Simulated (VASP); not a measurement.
# SnO (relaxed from the CsCl structure, space group Pm-3m): computed properties

All values below come from r2SCAN meta-GGA, VASP's PBE PAW potentials (set 64) (plane waves; VASP 6.6.1).

```yaml
space_group: Pm-3m (221)
cell: a = b = c = 3.102 Å, α = β = γ = 90.00°
volume_per_atom: 14.93 Å³/atom
band gap (over mesh and band path): none (metal, semimetal or under 0.01 eV)
density: 7.49 g/cm³
```

```cif
data_OSn
_chemical_formula_sum 'Sn1 O1'
_space_group_name_H-M_alt 'P 1'
_space_group_IT_number 1
_cell_length_a 3.10222
_cell_length_b 3.10222
_cell_length_c 3.10222
_cell_angle_alpha 90.000
_cell_angle_beta 90.000
_cell_angle_gamma 90.000
loop_
_space_group_symop_operation_xyz
  'x, y, z'
loop_
_atom_site_label
_atom_site_type_symbol
_atom_site_fract_x
_atom_site_fract_y
_atom_site_fract_z
_atom_site_occupancy
Sn1 Sn 0.00000 0.00000 0.00000 1
O1 O 0.50000 0.50000 0.50000 1
```

Unless said otherwise, spin-orbit coupling is left out, though it shifts the bands of the heavy elements here.

The structure was generated: SnO was put into the CsCl type (Pm-3m), which need not be its known phase. It was relaxed first, which changed the volume by +33 %. Symmetry was kept, so distortions that lower it aren't found.
